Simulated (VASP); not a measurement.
NaCl (rock salt): the bulk modulus from VASP (plane waves, PAW) at several levels of theory. Static lattice, third-order Birch-Murnaghan fit over five volumes.

| level | bulk modulus (GPa) |
|---|---|
| RPBE | 19.7 |
| AM05 | 22.3 |
| PBE-D3(BJ) | 27.9 |
| PBE-D4 | 25.6 |
| optB88-vdW | 27.5 |
| rev-vdW-DF2 | 26.2 |
| revTPSS | 23.5 |
| HSE06 | 24.9 |
| PBE0 | 25.1 |

The cell of the RPBE run:

NaCl has the cubic space group Fm-3m (No. 225), the rock salt structure, Pearson symbol cF8. Lattice parameters: a = b = c = 5.843 Å, α = β = γ = 90.00°. Na on 4a has 6 Cl at 2.922 Å (octahedral). Cl on 4b sees 6 Na at 2.922 Å (octahedral). (Neighbours: up to the widest gap in distance over summed covalent radii, below 1.35, at either atom; cation-cation and far metal-metal contacts left out.)
(The calculation used a cell of 2 atoms; values per cell refer to that cell.)

Only levels that ran to the end are used. Left out are those held back, those with too coarse a band path, GW runs whose mesh misses a band edge, hybrids' fits of cells that aren't cubic and levels without matching references; a question may draw on a part of the rest.

The compound is NaCl in the rock salt structure.
